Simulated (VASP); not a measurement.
An input for Ansatz (written as the equivalent of a VASP run, and not itself run):

Ansatz 0.2 input:
```yaml
crystal:
  lattice:
    - [-1.5109560, 1.5109560, 1.5109560]
    - [1.5109560, -1.5109560, 1.5109560]
    - [1.5109560, 1.5109560, -1.5109560]
  atoms:
    - { symbol: P, position: [0.0000000, 0.0000000, 0.0000000] }
kpoints:
  mp_grid: { grid: [15, 15, 15] }
hamiltonian:
  xc: pbesol
  pseudopotentials: { kind: paw }
scf:
  occupations: { method: methfessel_paxton, width: 0.1 }
  max_iter: 100
relax:
  max_steps: 60
  f_tol: 0.01
  cell: {}
output: { forces: true, stress: true, eigenvalues: true }
```

**Question.** Write the VASP files for the same calculation (PBEsol).

**Answer.** One answer among several that fit: 
POSCAR:
```
P
1
   -1.5109559834     1.5109559834     1.5109559834
    1.5109559834    -1.5109559834     1.5109559834
    1.5109559834     1.5109559834    -1.5109559834
P
1
Direct
  0.0000000000   0.0000000000   0.0000000000
```

### KPOINTS
```
kpoints
0
gamma
15 15 15
0 0 0
```

**INCAR**
```
# general
SYSTEM=P
PREC  =Accurate
ENCUT =400
LREAL =.FALSE.
LASPH =.TRUE.

# electronic loop
EDIFF =1E-6
NELM  =100
ALGO  =Normal

# smearing
ISMEAR=1
SIGMA =0.1

# functional
GGA   =PS

# ions
IBRION=2
NSW   =60
ISIF  =3
EDIFFG=-0.01

# output
LWAVE =.FALSE.
LCHARG=.FALSE.
```

POTCAR, in this order: P (PBE.64 set). Program: vasp_std.

What does not carry over: each code has its own PAW files, so the cut-off isn't converted (ENCUT is set for VASP's; basis.ecutwfc is left out, and Ansatz then takes the one that its files recommend); Ansatz stops its SCF on the density residual and VASP on the energy change (EDIFF).

The structure was generated: P was put into the bcc type (Im-3m), which need not be its known phase. This run relaxes it. Symmetry was kept, so distortions that lower it aren't found. The start is the result of an earlier pass.
